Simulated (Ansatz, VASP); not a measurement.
**Cross-check of NbP2 between VASP and Ansatz**

Aim: how closely do two programs agree when they are given the same cell, functional and k mesh? The structure shown is the end of the VASP relaxation below.

Calculated with Ansatz 0.2.0; plane waves, with VASP 6.6.1 beside it; single point at PBEsol and band structure at PBEsol.

## Step 1: The structure

The cell holds 12 atoms: 8 P and 4 Nb. Its edges and angles: a = 3.304 Å, b = 4.741 Å, c = 26.441 Å, α = 90.0°, β = 90.0°, γ = 110.4°. It derives from NbP2. The (0 0 1) slab of NbP2, cut from the database cell (so at first; earlier steps may have moved the atoms). Vacuum lies along c.

Coordinates:

```xyz
12
Lattice="3.3037 0.0000 0.0000 -1.6519 4.4440 0.0000 0.0000 0.0000 26.4414" Properties=species:S:1:pos:R:3
P     0.0000    2.9232    7.5000
P     0.0000    0.7591    7.8496
P     1.6519    2.4549   10.3340
P     0.0000    0.4656   11.6385
P     1.6519    2.1602   14.0810
P     0.0000    4.4067   14.4450
P     0.0000    1.6920   16.4418
P     0.0000    3.1387   18.4643
Nb    0.0000    4.3622    9.6539
Nb    0.0000    3.0022   12.3185
Nb    1.6519    3.6780   16.2680
Nb    1.6519    1.1721   18.1932
```

## Step 2: VASP: relaxation, PBEsol

This run makes the geometry at which the two programs are then compared.

Lines of VASP's logs that name or quote its potential files are left out, and so is its time.

Input file INCAR:

```
SYSTEM = NbP2
PREC = Normal
ENCUT = 300
EDIFF = 1E-05
NELM = 120
ISMEAR = 0
SIGMA = 0.05
LREAL = .FALSE.
ALGO = Fast
GGA = PS
NBANDS = 54
LORBIT = 11
LWAVE = .FALSE.
LCHARG = .FALSE.
KPAR = 2
IBRION = 1
NSW = 40
ISIF = 2
EDIFFG = -0.03
POTIM = 0.3
MAXMIX = 40
IDIPOL = 3
LDIPOL = .TRUE.
DIPOL = 0.5 0.5 0.499
```

Input file POSCAR:

```
NbP2
1.0
    3.3037299192      0.0000000000      0.0000000000
   -1.6518649596      4.4440017392      0.0000000000
    0.0000000000      0.0000000000     26.4414266875
P Nb
8 4
Selective dynamics
Direct
    0.3288900900      0.6577801800      0.2836458100  F F F
    0.0854034500      0.1708069100      0.2968660800  F F F
    0.7762018200      0.5524036400      0.3908260100  F F F
    0.0523852700      0.1047705400      0.4401600300  F F F
    0.7598323094      0.5196646088      0.5332189780  T T T
    0.5110231414      0.0220462827      0.5444980394  T T T
    0.2060665987      0.4121331874      0.6220507118  T T T
    0.3790889891      0.7581779881      0.6969281839  T T T
    0.4908017300      0.9816034600      0.3651060000  F F F
    0.3377853600      0.6755707200      0.4658800400  F F F
    0.9300661061      0.8601322121      0.6143533950  T T T
    0.6556829536      0.3113658973      0.6876709776  T T T
```

Input file KPOINTS:

```
Automatic mesh
0
Gamma
5 5 1
0 0 0
```

Potentials, in the order of the species: P and Nb_pv (PBE family, release 64).

Started as:

```bash
mpirun -np 2 vasp_std
```

Numbers of over 12 decimals in the logs are rounded to 6 here.

The program printed:

```text
[banner, memory and clock lines left out]
running    2 mpi-ranks, on    1 nodes
 distrk:  each k-point on    1 cores,    2 groups
 distr:  one band on    1 cores,    1 groups

 POSCAR found type information on POSCAR P Nb
 POSCAR found :  2 types and      12 ions
|                                                                             |
|               ----> ADVICE to this user running VASP <----                  |
|                                                                             |
|     You enforced a specific xc type in the INCAR file but a different       |
|     [... a line on the potential file left out ...]
|     I HOPE YOU KNOW WHAT YOU ARE DOING!                                     |
|                                                                             |

 LDA part: xc-table for (Slater+PW92), standard interpolation
 POSCAR, INCAR and KPOINTS ok, starting setup
 FFT: planning ... GRIDC
 FFT: planning ... GRID_SOFT
 FFT: planning ... GRID
 WAVECAR not read
 entering main loop
       N       E                     dE             d eps       ncg     rms          rms(c)
DAV:   1     0.562571591808E+03    0.56257E+03   -0.30304E+04  1156   0.903E+02
DAV:   2    -0.495794156724E+02   -0.61215E+03   -0.59266E+03  1362   0.439E+02
DAV:   3    -0.980755859703E+02   -0.48496E+02   -0.47189E+02  1520   0.113E+02
DAV:   4    -0.996984264767E+02   -0.16228E+01   -0.15939E+01  1576   0.212E+01
DAV:   5    -0.997599498234E+02   -0.61523E-01   -0.60915E-01  1560   0.350E+00    0.475E+01
RMM:   6    -0.109891201710E+03   -0.10131E+02   -0.31151E+01  1259   0.235E+01    0.196E+01
RMM:   7    -0.375095461583E+03   -0.26520E+03   -0.27514E+02  1496   0.723E+01    0.547E+01
RMM:   8    -0.233816197212E+03    0.14128E+03   -0.95374E+01  1450   0.409E+01    0.248E+01
RMM:   9    -0.106564804937E+03    0.12725E+03   -0.16052E+01  1219   0.164E+01    0.154E+01
RMM:  10    -0.100506154688E+03    0.60587E+01   -0.84123E+00  1298   0.818E+00    0.110E+01
RMM:  11    -0.958791905063E+02    0.46270E+01   -0.62751E+00  1309   0.699E+00    0.616E+00
RMM:  12    -0.949929913861E+02    0.88620E+00   -0.21536E+00  1376   0.404E+00    0.413E+00
RMM:  13    -0.947132701674E+02    0.27972E+00   -0.64175E-01  1362   0.221E+00    0.295E+00
RMM:  14    -0.946551109691E+02    0.58159E-01   -0.25961E-01  1316   0.158E+00    0.235E+00
[...]
RMM:  25    -0.944947952767E+02   -0.73926E-04   -0.21722E-04   937   0.375E-02    0.358E-02
RMM:  26    -0.944948066585E+02   -0.11382E-04   -0.84725E-05   760   0.327E-02    0.175E-02
RMM:  27    -0.944948644669E+02   -0.57808E-04   -0.52696E-05   717   0.235E-02    0.276E-02
RMM:  28    -0.944948937977E+02   -0.29331E-04   -0.30465E-05   676   0.240E-02    0.118E-02
RMM:  29    -0.944949257865E+02   -0.31989E-04   -0.21461E-05   657   0.180E-02    0.877E-03
RMM:  30    -0.944949563185E+02   -0.30532E-04   -0.15508E-05   647   0.191E-02    0.772E-03
RMM:  31    -0.944949745182E+02   -0.18200E-04   -0.10608E-05   588   0.151E-02    0.597E-03
RMM:  32    -0.944949842084E+02   -0.96902E-05   -0.51356E-06   568   0.156E-02
   1 F= -.94494984E+02 E0= -.94490231E+02  d E =-.944950E+02
[... from here on, the cycles between the ionic steps are left out ...]
   4 F= -.94518669E+02 E0= -.94513774E+02  d E =-.830765E-02
   5 F= -.94524482E+02 E0= -.94519763E+02  d E =-.581268E-02
   6 F= -.94528491E+02 E0= -.94523909E+02  d E =-.400889E-02
   7 F= -.94531477E+02 E0= -.94526983E+02  d E =-.298616E-02
   8 F= -.94533174E+02 E0= -.94528702E+02  d E =-.169701E-02
   9 F= -.94541365E+02 E0= -.94537031E+02  d E =-.819101E-02
  10 F= -.94547653E+02 E0= -.94543436E+02  d E =-.628863E-02
  11 F= -.94561455E+02 E0= -.94557576E+02  d E =-.138018E-01
  12 F= -.94563884E+02 E0= -.94560118E+02  d E =-.242838E-02
 BRION: g(F)=  0.150E-03 g(S)=  0.000E+00
 BRIONS problems: POTIM should be increased
 retain N=  1 mean eig=22.05
 eig:  22.053
 bond charge predicted
       N       E                     dE             d eps       ncg     rms          rms(c)
DAV:   1    -0.945327324235E+02    0.31146E-01   -0.23315E+00  1100   0.944E+00    0.594E-01
RMM:   2    -0.945570980224E+02   -0.24366E-01   -0.29860E-01  1301   0.251E+00    0.242E-01
RMM:   3    -0.945646414891E+02   -0.75435E-02   -0.64406E-02  1231   0.103E+00    0.824E-02
RMM:   4    -0.945651896433E+02   -0.54815E-03   -0.45110E-03  1284   0.339E-01    0.772E-02
RMM:   5    -0.945652669102E+02   -0.77267E-04   -0.12027E-03  1219   0.129E-01    0.561E-02
RMM:   6    -0.945652842028E+02   -0.17293E-04   -0.32187E-04  1065   0.685E-02    0.367E-02
RMM:   7    -0.945652921547E+02   -0.79519E-05   -0.96912E-05   853   0.438E-02
  13 F= -.94565292E+02 E0= -.94561617E+02  d E =-.140865E-02
 BRION: g(F)=  0.672E-04 g(S)=  0.000E+00
 BRIONS problems: POTIM should be increased
 retain N=  1 mean eig=49.94
 eig:  49.940
 reached required accuracy - stopping structural energy minimisation
```

OUTCAR, selected parts (step 2):

```text
ion  position               nearest neighbor table
   1  0.329  0.658  0.284-   2 2.19   9 2.59   2 2.84   2 2.84
   2  0.085  0.171  0.297-   1 2.19   9 2.59   9 2.59   1 2.84   1 2.84
   3  0.776  0.552  0.391-   9 2.61   9 2.61   9 2.63  10 2.64  10 2.64   4 2.78   4 2.90   4 2.90

  LATTYP: Found a base centered orthorhombic cell.
 ALAT       =     3.3037299192
 B/A-ratio  =     2.6902936062
 C/A-ratio  =     8.0035073490

 Subroutine GETGRP returns: Found  2 space group operations
 (whereof  2 operations were pure point group operations)

The static configuration has the point symmetry C_1h.

 Found      9 irreducible k-points:

   k-points           NKPTS =      9   k-points in BZ     NKDIM =      9   number of bands    NBANDS=     54

   dimension x,y,z NGX =    14 NGY =   20 NGZ =  112
   dimension x,y,z NGXF=    28 NGYF=   40 NGZF=  224

   ENCUT  =  300.0 eV  22.05 Ry    4.70 a.u.   4.67  6.70 37.34*2*pi/ulx,y,z

   NELECT =      84.0000    total number of electrons

 k-points in reciprocal lattice and weights: Automatic mesh
   0.00000000  0.00000000  0.00000000       0.040
   0.20000000  0.00000000  0.00000000       0.160
   0.40000000  0.00000000  0.00000000       0.160
   0.00000000  0.20000000  0.00000000       0.080
   0.20000000  0.20000000  0.00000000       0.160
   0.40000000  0.20000000  0.00000000       0.160
  -0.40000000  0.20000000  0.00000000       0.080
   0.00000000  0.40000000  0.00000000       0.080
   0.20000000  0.40000000  0.00000000       0.080

 dipolmoment           0.000000      0.000000     -0.139705 electrons x Angstroem

 average (electrostatic) potential at core
       1 -87.2468       2 -87.1638       3 -87.1188       4 -87.1573       5 -87.5597
       6 -87.4123       7 -87.7514       8 -87.4623       9 -39.0974      10 -39.1236
      11 -39.4332      12 -39.3211

 E-fermi :   1.2542

 k-point     1 :       0.0000    0.0000    0.0000
  band No.  band energies     occupation
    ...
     37      -0.0412      2.00000
     38       0.2603      2.00000
     39       0.3617      2.00000
     40       0.5973      2.00000
     41       0.7373      2.00000
     42       1.2979      0.21650
     43       1.4604      0.00000
     44       1.6881      0.00000
     45       2.1630      0.00000
     46       2.6588      0.00000
    ...

 k-point     2 :       0.2000    0.0000    0.0000
  band No.  band energies     occupation
    ...
     38      -0.4337      2.00000
     39       0.1054      2.00000
     40       0.4643      2.00000
     41       0.7296      2.00000
     42       0.8213      2.00000
     43       1.2827      0.42069
     44       1.3109      0.10894
     45       2.0361      0.00000
     46       2.5175      0.00000
     47       2.6396      0.00000
    ...

 k-point     3 :       0.4000    0.0000    0.0000
  band No.  band energies     occupation
    ...
     38      -0.4273      2.00000
     39      -0.1967      2.00000
     40       0.0240      2.00000
     41       0.8622      2.00000
     42       1.1816      1.95997
     43       1.3527      0.00535
     44       1.8218      0.00000
     45       2.3791      0.00000
     46       2.7192      0.00000
     47       3.0040      0.00000
    ...

  Total       -6.3764775     -8.0982075     -1.7412249      0.0000000     -0.1874938      0.0000000
  in kB      -26.3164784    -33.4222621     -7.1862416      0.0000000     -0.7738091      0.0000000
  external PRESSURE =     -22.3083274 kB  Pullay stress =       0.0000000 kB

  energy-cutoff  :      300.00
  volume of cell :      388.21
      direct lattice vectors                 reciprocal lattice vectors
     3.303729919  0.000000000  0.000000000     0.302688181  0.112511207  0.000000000
    -1.651864960  4.444001739  0.000000000     0.000000000  0.225022414  0.000000000
     0.000000000  0.000000000 26.441426688     0.000000000  0.000000000  0.037819442

 POSITION                                       TOTAL-FORCE (eV/Angst)
 -----------------------------------------------------------------------------------
      0.00000      2.92318      7.50000        -0.000000      0.556909     -0.697285
     -0.00000      0.75907      7.84956        -0.000000     -0.675390      1.056812
      1.65186      2.45488     10.33400         0.000000     -0.160224      0.062265
      0.00000      0.46560     11.63846        -0.000000      0.181959      0.026455
      1.65186      2.16019     14.08105        -0.000000      0.018390      0.013153
      1.65186     -0.03726     14.44500        -0.000000      0.007933      0.013174
      0.00000      1.69198     16.44183        -0.000000     -0.012472     -0.016653
     -0.00000      3.13868     18.46429        -0.000000     -0.020194     -0.011894
      0.00000      4.36225      9.65392         0.000000      0.159683     -0.183742
     -0.00000      3.00224     12.31853        -0.000000     -0.032581     -0.257876
      1.65186      3.67798     16.26799        -0.000000     -0.008074      0.009290
      1.65186      1.17206     18.19316        -0.000000     -0.015940     -0.013698
 -----------------------------------------------------------------------------------
    total drift:                               -0.000435      0.013944     -0.001756

  FREE ENERGIE OF THE ION-ELECTRON SYSTEM (eV)
  ---------------------------------------------------
  free  energy   TOTEN  =       -94.5652921547 eV

  energy  without entropy=      -94.5579421899  energy(sigma->0) =      -94.56161717

 reached required accuracy - stopping structural energy minimisation

 vacuum level on the upper side and lower side of the slab         5.165         6.904

 total charge
# of ion       s       p       d       tot
------------------------------------------
    1        1.119   1.261   0.000   2.380
    2        1.075   1.356   0.000   2.431
    3        1.046   1.410   0.000   2.456
    4        1.040   1.418   0.000   2.458
    5        1.048   1.400   0.000   2.447
    6        1.042   1.424   0.000   2.466
    7        1.039   1.460   0.000   2.499
    8        1.048   1.405   0.000   2.453
    9        0.347   6.389   3.099   9.835
   10        0.348   6.404   3.139   9.891
   11        0.325   6.375   3.162   9.862
   12        0.322   6.320   3.177   9.819
--------------------------------------------------
tot          9.799  36.620  12.577  58.997

[... 3 further parts left out ...]
```

CONTCAR:

```
NbP2
   1.00000000000000
     3.3037299191999998    0.0000000000000000    0.0000000000000000
    -1.6518649595999999    4.4440017392000000    0.0000000000000000
     0.0000000000000000    0.0000000000000000   26.4414266875000017
  P               Nb
     8     4
Selective dynamics
Direct
     0.3288900900000016    0.6577801800000032    0.2836458100000030   F   F   F
     0.0854034500000012    0.1708069100000031    0.2968660800000009   F   F   F
     0.7762018199999972    0.5524036400000014    0.3908260099999978   F   F   F
     0.0523852700000020    0.1047705399999970    0.4401600300000013   F   F   F
     0.7430454398795354    0.4860908697590810    0.5325372689310186   T   T   T
     0.4958076185297845   -0.0083847630404349    0.5463017692492703   T   T   T
     0.1903671895769139    0.3807343691538341    0.6218209128063976   T   T   T
     0.3531370753300894    0.7062741605601849    0.6983089732603727   T   T   T
     0.4908017300000012    0.9816034600000023    0.3651059999999973   F   F   F
     0.3377853599999980    0.6755707200000032    0.4658800400000018   F   F   F
     0.9138139460036773    0.8276278919073491    0.6152461228021856   T   T   T
     0.6318697141579946    0.2637394184159931    0.6880550440477602   T   T   T
```

The run keeps the 2 symmetry operations of its start, so it cannot find a distortion of lower symmetry.

(Continued in part 2 of 3.)

[Lines on the potential files, build, host, timing and source positions are cut from VASP's logs without a mark.]

[Logs are printed without paths, hosts, clocks, repeated set-up lines and the standing remarks that a program may print on its own settings, such as how far it seeks lower states.]

[Hosts, paths, dates, database ids (printed as entryN), source tags and the programs' standing remarks are cut or masked in the printed files.]
